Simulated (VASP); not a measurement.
A convergence study with VASP on PbI$_{2}$ (1T layered): one setting is varied, all else stays as given below, so the limit is that of these other settings.

```xyz
3
Lattice="2.2800 -3.9491 0.0000 2.2800 3.9491 0.0000 0.0000 0.0000 6.9800" Properties=species:S:1:pos:R:3 pbc="T T T"
Pb     0.0000     0.0000     0.0000
I      2.2800     1.3164     1.8706
I      2.2800    -1.3164     5.1094
```

Computed with PBE GGA, VASP's PBE PAW potentials (set 64) (plane waves; VASP). The tightest run used: 550 eV cut-off, 10×10×7 Monkhorst-Pack mesh, Gaussian smearing of 0.050 eV, potentials Pb_d I.

The reference is 10×10×7 mesh, which took about 9 core-minutes. Costs are core time on shared hosts, one run each; read them as rough ratios.

Question: Of the settings 1×1×1 mesh; 2×2×1 mesh; 3×3×2 mesh; 4×4×3 mesh; 5×5×3 mesh; 6×6×4 mesh; 7×7×5 mesh; 8×8×5 mesh; 9×9×6 mesh; 10×10×7 mesh, which is the lowest that keeps the difference from the reference in E (eV/atom) within 0.001 from there on, and what does it cost?

Answer: 3×3×2 mesh; its cost over the reference is about 1/20.
| setting | difference in E (eV/atom) | cost over the reference |
|---|---|---|
| 1×1×1 mesh | 2.2153 | about 1/30 |
| 2×2×1 mesh | 0.0669 | about 1/30 |
| 3×3×2 mesh | 0.0007 | about 1/20 |
| 4×4×3 mesh | 0.0005 | about 1/10 |
| 5×5×3 mesh | 0.0006 | about 1/10 |
| 6×6×4 mesh | 0.0000 | about 1/4 |
| 7×7×5 mesh | 0.0000 | about 1/6 |
| 8×8×5 mesh | 0.0000 | about 1/2 |
| 9×9×6 mesh | 0.0000 | about 1/3 |
| 10×10×7 mesh | 0.0000 | reference |

Left out are rungs that failed or repeat a setting and relaxations that didn't move; long series are thinned to 24 rows.

The compound is PbI2 in the 1T layered structure. The cell was not relaxed at this level.
